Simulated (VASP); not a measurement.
Here is the system:

```
BP
1.0
    0.00000     2.30488     2.30488
    2.30488     0.00000     2.30488
    2.30488     2.30488     0.00000
B P
1 1
Direct
  0.00000   0.00000   0.00000
  0.25000   0.25000   0.25000
```

Method: PBEsol GGA, VASP's PBE PAW potentials (set 64) (plane waves; VASP). Numerical set-up: 520 eV cut-off, 10×10×10 Γ-centred mesh, Gaussian smearing of 0.050 eV, potentials B P.

Task: Estimate the energy per atom (σ→0), pressure.

Result: 
```
Quantity                       Result
---------------------  --------------
energy per atom (σ→0)  -6.817 eV/atom
pressure                    -8.83 GPa
```

Only differences to runs with the same potentials and settings are physical.

The compound is BP in the zinc blende structure. This cell is one point of a volume scan, at 1.06 of the reference volume.
